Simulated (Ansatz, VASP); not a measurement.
# SiHCF (H-SiC-F chair bilayer, AA): VASP beside Ansatz, part 2 of 2

One calculation is typed for both programs; each brings its own data sets. How far apart do they land? The structure shown is the start of the Ansatz relaxation below; VASP solves that cell, so the two are compared at the walk's first step.

VASP 6.6.1 and Ansatz 0.2.0.

So far: The structure; Ansatz: relaxation, LDA.

### Step 3. VASP: single point, LDA, start cell

Level of this step: LDA; plane waves and PAW (F, C, Si, H) (VASP).

The same cell, functional (in two slightly different forms), mesh and smearing now go to VASP, with its own data sets.

Lines of VASP's logs that name or quote its potential files are left out, and so is its time.

INCAR reads:

```
SYSTEM = SiHCF
PREC = Accurate
ENCUT = 520
EDIFF = 1E-06
NELM = 120
ISMEAR = -1
SIGMA = 0.05
LREAL = .FALSE.
ALGO = Normal
GGA = CA
NBANDS = 24
LORBIT = 11
LWAVE = .FALSE.
LCHARG = .FALSE.
ISIF = 2
LDIPOL = .TRUE.
IDIPOL = 3
DIPOL = 0.5 0.5 0.5
LVHAR = .TRUE.
LASPH = .TRUE.
GGA_COMPAT = .FALSE.
EFERMI = MIDGAP
NELMDL = -8
KPAR = 2
```

POSCAR reads:

```
SiHCF
1.0
    3.0855000000      0.0000000000      0.0000000000
   -1.5427500000      2.6721210000      0.0000000000
    0.0000000000      0.0000000000     49.4466670000
F C Si H
2 2 2 2
Direct
    0.6666666667      0.3333333333      0.4064985816
    0.6666666667      0.3333333333      0.5252797524
    0.6666666667      0.3333333333      0.4333962489
    0.6666666667      0.3333333333      0.5521774198
    0.3333333333      0.6666666667      0.4460024171
    0.3333333333      0.6666666667      0.5647836082
    0.3333333333      0.6666666667      0.4747202274
    0.3333333333      0.6666666667      0.5935014184
```

KPOINTS reads:

```
Automatic mesh
0
Gamma
12 12 1
0 0 0
```

The projector-augmented-wave data sets are F, C, Si and H (LDA family, release 64).

On the command line:

```bash
> mpirun -np 2 vasp_std
```

Numbers of over 12 decimals in the logs are rounded to 6 here.

The log of the run:

```text
[banner, memory and clock lines left out]
running    2 mpi-ranks, on    1 nodes
 distrk:  each k-point on    1 cores,    2 groups
 distr:  one band on    1 cores,    1 groups

 POSCAR found type information on POSCAR F C SiH
 POSCAR found :  4 types and       8 ions
 LDA part: xc-table for (Slater(with rela. corr.)+CA(PZ))
 , standard interpolation
 POSCAR, INCAR and KPOINTS ok, starting setup
 FFT: planning ... GRIDC
 FFT: planning ... GRID_SOFT
 FFT: planning ... GRID
 WAVECAR not read
 entering main loop
       N       E                     dE             d eps       ncg     rms          rms(c)
DAV:   1     0.275239102630E+03    0.27524E+03   -0.11493E+04  1016   0.958E+02
DAV:   2    -0.525184839632E+01   -0.28049E+03   -0.26424E+03  1432   0.228E+02
DAV:   3    -0.486751766597E+02   -0.43423E+02   -0.42868E+02  1216   0.103E+02
DAV:   4    -0.498859773923E+02   -0.12108E+01   -0.12062E+01  1216   0.194E+01
DAV:   5    -0.499225703401E+02   -0.36593E-01   -0.36547E-01  1280   0.301E+00
DAV:   6    -0.499237422952E+02   -0.11720E-02   -0.11717E-02  1240   0.521E-01
DAV:   7    -0.499237911223E+02   -0.48827E-04   -0.48815E-04  1328   0.903E-02
DAV:   8    -0.499237927156E+02   -0.15933E-05   -0.15934E-05  1040   0.149E-02    0.135E+01
DAV:   9    -0.468444340459E+02    0.30794E+01   -0.48793E+00  1112   0.134E+01    0.703E+00
DAV:  10    -0.463117503300E+02    0.53268E+00   -0.12806E+00  1232   0.665E+00    0.206E+00
DAV:  11    -0.462557326514E+02    0.56018E-01   -0.14665E-01  1184   0.242E+00    0.824E-01
DAV:  12    -0.462438241531E+02    0.11908E-01   -0.26395E-02  1200   0.105E+00    0.243E-01
DAV:  13    -0.462420584640E+02    0.17657E-02   -0.30517E-03  1192   0.390E-01    0.150E-01
DAV:  14    -0.462406758571E+02    0.13826E-02   -0.14568E-03  1208   0.307E-01    0.622E-02
[...]
DAV:  21    -0.462410322438E+02   -0.77365E-04   -0.32269E-06   888   0.898E-03    0.173E-03
DAV:  22    -0.462410573848E+02   -0.25141E-04   -0.12494E-06   880   0.522E-03    0.107E-03
DAV:  23    -0.462410756577E+02   -0.18273E-04   -0.33334E-07   736   0.255E-03    0.621E-04
DAV:  24    -0.462410898084E+02   -0.14151E-04   -0.28722E-07   744   0.261E-03    0.331E-04
DAV:  25    -0.462410963408E+02   -0.65323E-05   -0.14911E-07   736   0.134E-03    0.212E-04
DAV:  26    -0.462411002502E+02   -0.39094E-05   -0.10922E-07   704   0.101E-03    0.127E-04
DAV:  27    -0.462411020455E+02   -0.17953E-05   -0.44570E-08   696   0.659E-04    0.788E-05
DAV:  28    -0.462411024122E+02   -0.36667E-06   -0.48356E-09   800   0.332E-04
   1 F= -.46241102E+02 E0= -.46240899E+02  d E =-.406706E-03
```

From OUTCAR (step 3):

```text
ion  position               nearest neighbor table
   1  0.667  0.333  0.406-   3 1.33
   2  0.667  0.333  0.525-   4 1.33
   3  0.667  0.333  0.433-   1 1.33   5 1.89   5 1.89   5 1.89
   4  0.667  0.333  0.552-   2 1.33   6 1.89   6 1.89   6 1.89
   5  0.333  0.667  0.446-   7 1.42   3 1.89   3 1.89   3 1.89
   6  0.333  0.667  0.565-   8 1.42   4 1.89   4 1.89   4 1.89
   7  0.333  0.667  0.475-   5 1.42
   8  0.333  0.667  0.594-   6 1.42

  LATTYP: Found a hexagonal cell.
 ALAT       =     3.0855000000
 C/A-ratio  =    16.0254957057

 Subroutine GETGRP returns: Found  6 space group operations
 (whereof  6 operations were pure point group operations)

The static configuration has the point symmetry C_3v.

 Found     19 irreducible k-points:

   k-points           NKPTS =     19   k-points in BZ     NKDIM =     19   number of bands    NBANDS=     24

   dimension x,y,z NGX =    24 NGY =   24 NGZ =  378
   dimension x,y,z NGXF=    48 NGYF=   48 NGZF=  756

   ENCUT  =  520.0 eV  38.22 Ry    6.18 a.u.   5.74  5.74 91.94*2*pi/ulx,y,z

   NELECT =      32.0000    total number of electrons

 k-points in reciprocal lattice and weights: Automatic mesh
   0.00000000  0.00000000  0.00000000       0.007
   0.08333333  0.00000000  0.00000000       0.042
   0.16666667  0.00000000  0.00000000       0.042
   0.25000000  0.00000000  0.00000000       0.042
   0.33333333  0.00000000  0.00000000       0.042
   0.41666667  0.00000000  0.00000000       0.042
   0.50000000  0.00000000  0.00000000       0.021
   0.08333333  0.08333333  0.00000000       0.042
   0.16666667  0.08333333  0.00000000       0.083
[...]
0.33333333  0.25000000  0.00000000       0.083
   0.33333333  0.33333333  0.00000000       0.014

 dipolmoment           0.000000      0.000000     -0.194532 electrons x Angstroem

 average (electrostatic) potential at core
       1 -83.1712       2 -85.2841       3 -62.1938       4 -64.2954       5 -93.0963
       6 -95.1988       7 -39.2631       8 -41.3796

 E-fermi :  -2.8041

 k-point     1 :       0.0000    0.0000    0.0000
  band No.  band energies     occupation
    ...
     12      -7.9319      2.00000
     13      -5.0899      2.00000
     14      -5.0899      2.00000
     15      -2.9856      1.94836
     16      -2.9856      1.94835
     17      -2.6695      0.12693
     18      -0.7657      0.00000
     19      -0.4959      0.00000
     20      -0.1657      0.00000
     21       0.1548      0.00000
    ...

 k-point     2 :       0.0833    0.0000    0.0000
  band No.  band energies     occupation
    ...
     12      -7.8386      2.00000
     13      -5.5512      2.00000
     14      -5.2142      2.00000
     15      -3.4468      1.99999
     16      -3.1098      1.99559
     17      -2.3896      0.00050
     18      -0.6186      0.00000
     19      -0.2028      0.00000
     20      -0.0197      0.00000
     21       0.3001      0.00000
    ...

 k-point     3 :       0.1667    0.0000    0.0000
  band No.  band energies     occupation
    ...
     12      -7.7044      2.00000
     13      -6.4984      2.00000
     14      -5.5124      2.00000
     15      -4.3944      2.00000
     16      -3.4078      1.99999
     17      -1.8818      0.00000
     18      -0.3529      0.00000
     19       0.2799      0.00000
     20       0.4077      0.00000
     21       0.7031      0.00000
    ...

  Total        1.0644445      1.0644442     13.2656576      0.0000000      0.0000000      0.0000000
  in kB        4.1832606      4.1832594     52.1339549      0.0000000      0.0000000      0.0000000
  external PRESSURE =      20.1668249 kB  Pullay stress =       0.0000000 kB

  energy-cutoff  :      520.00
  volume of cell :      407.68
      direct lattice vectors                 reciprocal lattice vectors
     3.085500000  0.000000000  0.000000000     0.324096581  0.187117275  0.000000000
    -1.542750000  2.672121000  0.000000000     0.000000000  0.374234550  0.000000000
     0.000000000  0.000000000 49.446667000     0.000000000  0.000000000  0.020223810

 POSITION                                       TOTAL-FORCE (eV/Angst)
 -----------------------------------------------------------------------------------
      1.54275      0.89071     20.10000         0.000000      0.000000     -3.228907
      1.54275      0.89071     25.97333        -0.000000      0.000000     -3.289983
      1.54275      0.89071     21.43000         0.000000      0.000000      2.888181
      1.54275      0.89071     27.30333        -0.000000     -0.000000      2.917108
     -0.00000      1.78141     22.05333        -0.000000      0.000000     -1.234765
     -0.00000      1.78141     27.92667         0.000000      0.000000     -1.245654
     -0.00000      1.78141     23.47333        -0.000000      0.000000      1.618655
     -0.00000      1.78141     29.34667        -0.000000      0.000000      1.575364
 -----------------------------------------------------------------------------------
    total drift:                               -0.000001      0.000016      0.002240

  FREE ENERGIE OF THE ION-ELECTRON SYSTEM (eV)
  ---------------------------------------------------
  free  energy   TOTEN  =       -46.2411024122 eV

  energy  without entropy=      -46.2406957059  energy(sigma->0) =      -46.24089906

 vacuum level on the upper side and lower side of the slab        -0.218         4.052

 total charge
# of ion       s       p       d       tot
------------------------------------------
    1        1.741   4.381   0.000   6.122
    2        1.741   4.380   0.000   6.121
    3        0.823   1.686   0.000   2.510
    4        0.823   1.686   0.000   2.510
    5        0.748   1.063   0.000   1.811
    6        0.748   1.063   0.000   1.811
    7        0.588   0.017   0.000   0.605
    8        0.589   0.017   0.000   0.606
--------------------------------------------------
tot          7.801  14.293   0.000  22.094

[... 3 further parts left out ...]
```

### Step 4. Comparison

Known differences besides the potentials themselves: the two LDA forms differ slightly; Ansatz cuts the interaction across the vacuum, VASP repeats the sheet with a dipole correction; the cutoff is 420 eV in Ansatz and 520 eV in VASP; VASP's log shows a relativistic correction to its local exchange, Ansatz's none. Total energies have different zeros and are not compared.

Forces (eV/Å; atoms numbered as in POSCAR):

```csv
atom,"Ansatz x, y, z","VASP x, y, z"
F1,"0.000, 0.000, -2.702","0.000, 0.000, -3.229"
F2,"0.000, 0.000, -2.760","0.000, 0.000, -3.290"
C3,"0.000, 0.000, 2.403","0.000, 0.000, 2.888"
C4,"0.000, 0.000, 2.424","0.000, 0.000, 2.917"
Si5,"0.000, 0.000, -1.277","0.000, 0.000, -1.235"
Si6,"0.000, 0.000, -1.283","0.000, 0.000, -1.246"
H7,"0.000, 0.000, 1.620","0.000, 0.000, 1.619"
H8,"0.000, 0.000, 1.576","0.000, 0.000, 1.575"
```

The forces differ by 208 meV/Å r.m.s., which is 15.0 % of the r.m.s. force of 1.389 eV/Å (both taken over all components). With vacuum in the cell, a pressure given here is an average over mostly empty space and none of the material.

### Step 5. Summary of results

| Quantity | Value |
| --- | --- |
| r.m.s. force difference (single point, LDA, start cell) | 15 % of the r.m.s. force |

The r.m.s. force difference is 15 % of the r.m.s. force (single point, LDA, start cell), beyond the 3 % picked in this series as the mark of a large difference. What causes the difference of the single point, LDA, start cell pair stays open here. 1 further run of this series is not shown here. How closely two codes agree says nothing of how well the functional describes the real material.

[Lines on the potential files, build, host, timing and source positions are cut from VASP's logs without a mark.]

[Logs are printed without paths, hosts, clocks, repeated set-up lines and the standing remarks that a program may print on its own settings, such as how far it seeks lower states.]

[Hosts, paths, dates, database ids (printed as entryN), source tags and the programs' standing remarks are cut or masked in the printed files.]
